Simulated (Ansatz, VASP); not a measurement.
# Ta3Au (lda): VASP beside Ansatz

```
CELL_PARAMETERS angstrom
5.13129 0.00000 0.00000
0.00000 5.13129 0.00000
0.00000 0.00000 5.13129
ATOMIC_POSITIONS crystal
Ta 0.25000 0.00000 0.50000
Ta 0.50000 0.75000 0.00000
Ta 0.75000 0.00000 0.50000
Ta 0.50000 0.25000 0.00000
Ta 0.00000 0.50000 0.75000
Ta 0.00000 0.50000 0.25000
Au 0.00000 0.00000 0.00000
Au 0.50000 0.50000 0.50000
```

Alike in both runs: functional LDA; k mesh 4 × 4 × 4; occupations gaussian, width 0.1 eV; no spin polarisation.

Ansatz relaxed the structure, and its values are those at the end. VASP's run is a single point on that final structure, the one shown.

|  | VASP | Ansatz |
| --- | --- | --- |
| version | VASP 6.6.1 | Ansatz 0.2.0 |
| potentials or method | VASP PAW LDA potentials, release 64 (Ta_pv, Au) | scalar-relativistic, plane waves, PAW |
| plane-wave cutoff (eV) | 520 | 420 |
| valence electrons in the cell | 88 | 116 |

Ansatz gave:

| Item | Value |
| --- | --- |
| gap on the k mesh at the Fermi level (eV) | none |
| pressure (GPa) | 0.2 |

Problem. Estimate VASP's values.

Solution. gap on the k mesh at the Fermi level (eV): none; pressure (GPa): 1.0.

A gap of «none» marks a metal or a gap that the smearing closes. The two sets of potentials don't hold the same shells in valence.

The runs have no spin-orbit coupling, so splittings on Au, Ta are missing.
